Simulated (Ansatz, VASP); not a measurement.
# Cross-check of WC between VASP and Ansatz, part 2 of 2

Wanted: the spread between two codes on one cell, functional and k mesh. Of the first pair: The structure shown is the end of the Ansatz relaxation below.

VASP 6.6.1 and Ansatz 0.2.0.

So far: Starting point; Ansatz: relaxation, PBEsol; VASP: single point, PBEsol, pair 1; Comparison.

## 6. VASP: single point, PBEsol, pair 2

Level of this step: PBEsol; plane waves and PAW (W, C) (VASP).

The same cell, functional, mesh and smearing now go to VASP, with its own data sets.

Contents of INCAR:

```
SYSTEM = WC
PREC = Accurate
ENCUT = 600
EDIFF = 1E-06
NELM = 120
ISMEAR = -1
SIGMA = 0.05
LREAL = .FALSE.
ALGO = Normal
GGA = PS
NBANDS = 11
LASPH = .TRUE.
LORBIT = 11
LWAVE = .FALSE.
LCHARG = .FALSE.
ISIF = 2
GGA_COMPAT = .FALSE.
KPAR = 2
```

Contents of POSCAR:

```
WC
1.0
    2.8698931800      0.0000000000      0.0000000000
   -1.4349465900      2.4854004000      0.0000000000
    0.0000000000      0.0000000000      2.8382958233
W C
1 1
Direct
    0.0000000000      0.0000000000      0.0000000000
    0.6666666667      0.3333333333      0.5000000000
```

Contents of KPOINTS:

```
Automatic mesh
0
Gamma
17 17 15
0 0 0
```

PAW data sets: W and C (PBE family, release 64).

On the command line:

```bash
> mpirun -np 2 vasp_std
```

Numbers of over 12 decimals in the logs are rounded to 6 here.

What it wrote:

```text
[banner, memory and clock lines left out]
running    2 mpi-ranks, on    1 nodes
[...]
[... a notice as in an earlier step ...]

 LDA part: xc-table for (Slater+PW92), standard interpolation
 POSCAR, INCAR and KPOINTS ok, starting setup
[...]
entering main loop
       N       E                     dE             d eps       ncg     rms          rms(c)
DAV:   1     0.285697840623E+02    0.28570E+02   -0.55366E+03  5808   0.932E+02
DAV:   2    -0.247597168660E+02   -0.53330E+02   -0.50770E+02  6678   0.217E+02
DAV:   3    -0.269149432319E+02   -0.21552E+01   -0.21275E+01  7202   0.363E+01
DAV:   4    -0.269299905090E+02   -0.15047E-01   -0.15043E-01  6341   0.352E+00
[...]
DAV:  11    -0.239729900241E+02    0.13208E-04   -0.95401E-05  7023   0.682E-02    0.122E-02
DAV:  12    -0.239729872824E+02    0.27417E-05   -0.56268E-06  6264   0.160E-02    0.885E-03
DAV:  13    -0.239729872945E+02   -0.12081E-07   -0.26314E-07  3042   0.512E-03
   1 F= -.23972987E+02 E0= -.23971895E+02  d E =-.218377E-02
```

Parts of OUTCAR (step 6):

```text
  Total        1.1295125      1.1295125      0.0186130      0.0000000      0.0000000      0.0000000
  in kB       89.3885426     89.3885426      1.4730157      0.0000000      0.0000000      0.0000000
  external PRESSURE =      60.0833670 kB  Pullay stress =       0.0000000 kB

 POSITION                                       TOTAL-FORCE (eV/Angst)
 -----------------------------------------------------------------------------------
      0.00000      0.00000      0.00000        -0.000000     -0.000000      0.000000
      1.43495      0.82847      1.41915         0.000000      0.000000      0.000000
 -----------------------------------------------------------------------------------
    total drift:                               -0.000000      0.000000      0.000000

  FREE ENERGIE OF THE ION-ELECTRON SYSTEM (eV)
  ---------------------------------------------------
  free  energy   TOTEN  =       -23.9729872945 eV

  energy  without entropy=      -23.9708035244  energy(sigma->0) =      -23.97189541

[... 1 part as in an earlier step ...]

[... 2 further parts left out ...]
[key lines of the parts left out:]
E-fermi :   8.4299
```

The run ends at a pressure of 6.01 GPa.

## 7. Side by side

What differs besides the data sets and the points named for the pairs above, as far as they apply: the data sets hold 18 valence electrons in Ansatz (on its PAW soft_1 files) and 10 in VASP. Total energies have different zeros and are not compared.

Both answers:

```csv
quantity,Ansatz,VASP,difference
pressure (GPa),6.33,6.01,+0.33
```

## 8. VASP: relaxation of cell and atoms, PBEsol

The relaxed volume is the usual yardstick between codes: in a stiff, nearly cubic crystal its relative difference is about their pressure difference at one cell divided by the bulk modulus. Its start cell is another than that of the pair before, and may be another structure of the material.

Changes to INCAR since step 6:

```diff
@@ -3,3 +3,3 @@
 ENCUT = 600
-EDIFF = 1E-06
+EDIFF = 1E-07
 NELM = 120
@@ -15,4 +15,8 @@
 LCHARG = .FALSE.
-ISIF = 2
+ISIF = 3
+IBRION = 2
+NSW = 80
+EDIFFG = -0.005
 GGA_COMPAT = .FALSE.
+NELMIN = 4
 KPAR = 2
```

Contents of POSCAR:

```
WC
1.0
    2.9059000000      0.0000000000      0.0000000000
   -1.4529500000      2.5165832200      0.0000000000
    0.0000000000      0.0000000000      2.8376700000
W C
1 1
Direct
    0.0000000000      0.0000000000      0.0000000000
    0.6666666667      0.3333333333      0.5000000000
```

KPOINTS is that of step 6.

On the command line:

```bash
> mpirun -np 2 vasp_std
```

What it wrote:

```text
[... set-up lines as in an earlier step ...]
 entering main loop
       N       E                     dE             d eps       ncg     rms          rms(c)
DAV:   1     0.277721761020E+02    0.27772E+02   -0.54523E+03  5808   0.925E+02
DAV:   2    -0.247461854822E+02   -0.52518E+02   -0.49990E+02  6669   0.213E+02
DAV:   3    -0.269438756423E+02   -0.21977E+01   -0.21724E+01  7220   0.365E+01
DAV:   4    -0.269579350413E+02   -0.14059E-01   -0.14055E-01  6439   0.347E+00
[...]
DAV:  11    -0.239812987742E+02    0.12863E-04   -0.79214E-05  6847   0.620E-02    0.683E-03
DAV:  12    -0.239812962722E+02    0.25021E-05   -0.44586E-06  6546   0.141E-02    0.138E-02
DAV:  13    -0.239812963117E+02   -0.39574E-07   -0.48471E-07  6456   0.620E-03
   1 F= -.23981296E+02 E0= -.23980089E+02  d E =-.239813E+02
[... from here on, the cycles between the ionic steps are left out ...]
   2 F= -.23959899E+02 E0= -.23958787E+02  d E =0.213975E-01
   3 F= -.23983934E+02 E0= -.23982756E+02  d E =-.263773E-02
   4 F= -.23983934E+02 E0= -.23982757E+02  d E =-.263792E-02
   5 F= -.23983935E+02 E0= -.23982760E+02  d E =-.749786E-06
   6 F= -.23983937E+02 E0= -.23982761E+02  d E =-.281678E-05
[...]
reached required accuracy - stopping structural energy minimisation
```

From OUTCAR (step 8):

```text
  Total        0.0050666      0.0050666      0.0067756     -0.0000000     -0.0000000      0.0000000
  in kB        0.3950552      0.3950552      0.5283180     -0.0000000     -0.0000000      0.0000000
  external PRESSURE =       0.4394761 kB  Pullay stress =       0.0000000 kB

 POSITION                                       TOTAL-FORCE (eV/Angst)
 -----------------------------------------------------------------------------------
      2.89686     -0.00000      0.00000        -0.000000      0.000000      0.000000
      1.44843      0.83625      1.41368         0.000000     -0.000000      0.000000
 -----------------------------------------------------------------------------------
    total drift:                               -0.000000      0.000000      0.000000

  FREE ENERGIE OF THE ION-ELECTRON SYSTEM (eV)
  ---------------------------------------------------
  free  energy   TOTEN  =       -23.9839370493 eV

  energy  without entropy=      -23.9815850262  energy(sigma->0) =      -23.98276104

 reached required accuracy - stopping structural energy minimisation

[... 1 part as in an earlier step ...]

[... 2 further parts left out ...]
[key lines of the parts left out:]
E-fermi :   8.2527
```

The run keeps the 12 symmetry operations of its start, so it cannot find a distortion of lower symmetry.

## 9. Ansatz: relaxation of cell and atoms, PBEsol

The same cell, functional, mesh and smearing now go to Ansatz.

The cell is taken from a series of runs on this material, whose earlier steps may have relaxed, scaled, displaced or heated it; both programs get it as it stands.

Contents of input.yaml:

```yaml
crystal:
  lattice:
    - [2.9059, 0.0, 0.0]
    - [-1.45295, 2.51658322, 0.0]
    - [0.0, 0.0, 2.83767]
  atoms:
    - { symbol: W, position: [0.0, 0.0, 0.0] }
    - { symbol: C, position: [0.66666667, 0.33333333, 0.5] }
kpoints:
  mp_grid: { grid: [17, 17, 15] }
scf:
  occupations: { method: fermi_dirac, width: 0.05 }
hamiltonian:
  xc: pbesol
  pseudopotentials: { kind: paw, azcp: { folder: soft_1 }, xc_functional: pbe }
basis:
  ecutwfc: 600
output:
  forces: true
  stress: true
relax:
  f_tol: 0.005
  max_steps: 70
  cell: { stress_tol: 0.02, p_target: 0 }
```

On the command line:

```bash
> ansatz run input.yaml --threads 4 --pin off --max-ram 10240MiB --backend cpu --events-out ev --progress --plain --runs-dir out
```

What it wrote:

```text
[...]
Crystal: 2 atoms, lattice volume = 20.752 Å³
Basis set: ecut = 600 eV, 677 PW (Γ), exchange–correlation on 48×48×48 points (8 copies of the dense FFT grid, shifted against one another)
Bands: 13, of which v1, the nominal top of the filled ones, is band 9 counted from 1 (8 counted from 0)
Symmetry: 12 space group operations
[...]
k-points: 264 of 4335 (time reversal used)
[...]
-0.000000      -0.000850       0.000000
        0.000000       0.000000       0.000208
  P = ⅓ Tr σ = -0.0005 GPa (-0.005 kbar)
--- Relaxed structure (5 steps of the walk, 4 accepted, 1 SCFs on fresh bases) ---
[...]
cell:  # Å, volume = 20.5764 Å³
    - [2.898882, 0.0, 0.0]
    - [-1.449441, 2.510506, 0.0]
    - [0.0, 0.0, 2.827340]
  atoms:
    - { symbol: W, position: [1.850371700815422e-17, -1.8503717008154234e-17, 0.0] }
    - { symbol: C, position: [0.666667, 0.333333, 0.5] }
[key lines of the parts left out:]
SCF converged after 8 iterations
Free energy (F): -10504.751523 eV
Fermi energy:    20.466319 eV
```

## 10. Comparison

What differs besides the data sets and the points named for the pairs above, as far as they apply: the data sets hold 18 valence electrons in Ansatz (on its PAW soft_1 files) and 10 in VASP; Ansatz adds a Pulay correction to the stress that steers its cell, VASP none. Total energies have different zeros and are not compared.

Compared:

```csv
quantity,Ansatz,VASP,difference
volume (Å³),20.58,20.55,+0.14 %
"edge a after relaxation, in the typed setting (Å)",2.899,2.897,+0.07 %
"edge c after relaxation, in the typed setting (Å)",2.827,2.827,+0.00 %
```

## 11. Results

```yaml
difference_in_pressure_single_point_pbesol_pair_1: 0.51 GPa
difference_in_pressure_single_point_pbesol_pair_2: 0.33 GPa
difference_in_volume_relaxation_of_cell_and_atoms_pbesol: 0.14 %
```

**Reading.** The difference in pressure is 0.51 GPa (single point, PBEsol, pair 1), within the 1 GPa picked in this series as the mark of a large difference. The data sets hold unlike numbers of valence electrons (18 in Ansatz and 10 in VASP), so part of the differences comes from the potentials. 5 further runs of this series are not shown here. How closely two codes agree says nothing of how well the functional describes the real material.

[Lines on the potential files, build, host, timing and source positions are cut from VASP's logs without a mark.]

[Logs are printed without paths, hosts, clocks, repeated set-up lines and the standing remarks that a program may print on its own settings, such as how far it seeks lower states.]

[Hosts, paths, dates, database ids (printed as entryN), source tags and the programs' standing remarks are cut or masked in the printed files.]
